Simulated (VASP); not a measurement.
VASP input:

**INCAR**
```
SYSTEM = KI
PREC = Accurate
ENCUT = 400
EDIFF = 1E-6
NELM = 100
ALGO = Normal
LREAL = .FALSE.
LASPH = .TRUE.
ISMEAR = 0
SIGMA = 0.05
GGA = PE
LMAXMIX = 4
LWAVE = .FALSE.
LCHARG = .FALSE.
ISIF = 2
ISPIN = 2
MAGMOM = 1.0 1.0 1.0 1.0
```

**POSCAR**
```
KI
1
    0.0000000000     3.6057000000     3.6057000000
    3.6057000000     0.0000000000     3.6057000000
    3.6057000000     3.6057000000     0.0000000000
K I
1 1
Direct
  0.0000000000   0.0000000000   0.0000000000
  0.5000000000   0.5000000000   0.5000000000
```

**KPOINTS**
```
Automatic mesh
0
Gamma
5 5 5
0 0 0
```

POTCAR, in this order: K_sv I (PBE.64 set). Program: vasp_std.

Question: One choice in this input is risky. Which, and does it do harm here?

Answer: The risk: MAGMOM holds more values than there are atoms. Here it does no harm: the run (PBE GGA, plane waves, VASP's PBE PAW potentials (set 64)) converges to the same energy and pressure as with the safe setting.
**OSZICAR**
```
       N       E                     dE             d eps       ncg     rms          rms(c)
DAV:   1     0.790927577526E+02    0.79093E+02   -0.58230E+03   520   0.853E+02
DAV:   2    -0.238463818822E+00   -0.79331E+02   -0.75076E+02   654   0.206E+02
DAV:   3    -0.504111105182E+01   -0.48026E+01   -0.47861E+01   716   0.477E+01
DAV:   4    -0.528763011735E+01   -0.24652E+00   -0.24642E+00   886   0.930E+00
DAV:   5    -0.528889071264E+01   -0.12606E-02   -0.12606E-02   714   0.680E-01    0.560E+00
DAV:   6    -0.553129556315E+01   -0.24240E+00   -0.29787E-01   614   0.386E+00    0.260E+00
DAV:   7    -0.555290393779E+01   -0.21608E-01   -0.99059E-02   555   0.223E+00    0.173E+00
DAV:   8    -0.555747893042E+01   -0.45750E-02   -0.18972E-02   711   0.825E-01    0.989E-01
DAV:   9    -0.556262792220E+01   -0.51490E-02   -0.85500E-03   701   0.592E-01    0.250E-01
DAV:  10    -0.556420004821E+01   -0.15721E-02   -0.18425E-03   656   0.312E-01    0.881E-02
DAV:  11    -0.556451460452E+01   -0.31456E-03   -0.21087E-04   655   0.118E-01    0.582E-02
DAV:  12    -0.556462317033E+01   -0.10857E-03   -0.40527E-05   600   0.444E-02    0.345E-02
DAV:  13    -0.556470421458E+01   -0.81044E-04   -0.95223E-05   585   0.588E-02    0.585E-03
DAV:  14    -0.556470724795E+01   -0.30334E-05   -0.49921E-06   672   0.191E-02    0.298E-03
DAV:  15    -0.556470782309E+01   -0.57514E-06   -0.73065E-07   509   0.737E-03
   1 F= -.55647078E+01 E0= -.55647078E+01  d E =-.249764E-20  mag=     0.0000
```

The compound is KI in the rock salt structure. The cell was not relaxed at this level.
